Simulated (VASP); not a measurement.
AlN (zinc blende) is relaxed at rising pressure, each step from the one before. Symmetry mostly holds the structure type, and other phases were not tried. The mesh follows the cell, and a change of mesh leaves a small step in the series.

Consider the following.

```xyz
2
Lattice="0.0000 2.2005 2.2005 2.2005 0.0000 2.2005 2.2005 2.2005 0.0000" Properties=species:S:1:pos:R:3 pbc="T T T"
Al     0.0000     0.0000     0.0000
N      1.1003     1.1003     1.1003
```

Method: PBE GGA, VASP's PBE PAW potentials (set 64) (plane waves; VASP). Numerical set-up: 620 eV cut-off, 10×10×10 Γ-centred mesh, Gaussian smearing of 0.050 eV, potentials Al N.

```
P (GPa)  V (Å³/atom)  H − H(0) (eV/atom)  space group    k-mesh
-------  -----------  ------------------  -----------  --------
0              10.66               0.000        F-43m  10×10×10
5              10.39               0.329        F-43m  10×10×10
10             10.16               0.650        F-43m  10×10×10
20              9.77               1.272        F-43m  11×11×11
30              9.43               1.871        F-43m  11×11×11
45              9.01               2.734        F-43m  11×11×11
```

Pressures at which the relaxation failed are left out.

The compound is AlN in the zinc blende structure, a metastable form; wurtzite is the usual one.
